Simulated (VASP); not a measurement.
Here is the system:

```xyz
2
Lattice="3.6045 -1.9318 -0.0547 3.6045 1.9318 -0.0547 2.6177 0.0000 3.1424" Properties=species:S:1:pos:R:3 pbc="T T T"
As     2.2650     0.0000     0.6991
As     7.5618     0.0000     2.3340
```

The numbers are results of PBEsol GGA, VASP's PBE PAW potentials (set 64) (plane waves; VASP), not measurements. Settings: 520 eV cut-off, 12×12×12 Γ-centred mesh, first-order Methfessel-Paxton smearing of 0.10 eV, potentials As.

Q: The ions and cell shape at fixed volume are relaxed. Give the cell that the relaxation ends in.

A: 
```xyz
2
Lattice="3.6830 -1.9079 -0.0160 3.6830 1.9079 -0.0160 2.7084 0.0000 3.1415" Properties=species:S:1:pos:R:3 pbc="T T T"
As     2.2938     0.0000     0.7080
As     7.7807     0.0000     2.4015
```
Space group R-3m (166), at a tolerance of 0.03 Å.

Q: How much energy does the relaxation gain?

A: The energy (σ→0) changes by -6.7 meV/atom, in 5 ionic steps.

```tsv
step	E(σ→0) (eV)	max force (eV/Å)	pressure (GPa)	volume (Å³)
1	-10.1829	0.316	-4.24	44.32
2	-10.1913	0.128	-3.55	44.32
3	-10.1938	0.047	-2.93	44.32
4	-10.1957	0.021	-2.73	44.32
5	-10.1964	0.009	-2.50	44.32
```

The compound is As in the a7 structure. This cell is one point of a volume scan, at 1.06 of the reference volume. Symmetry was kept, so distortions that lower it aren't found.
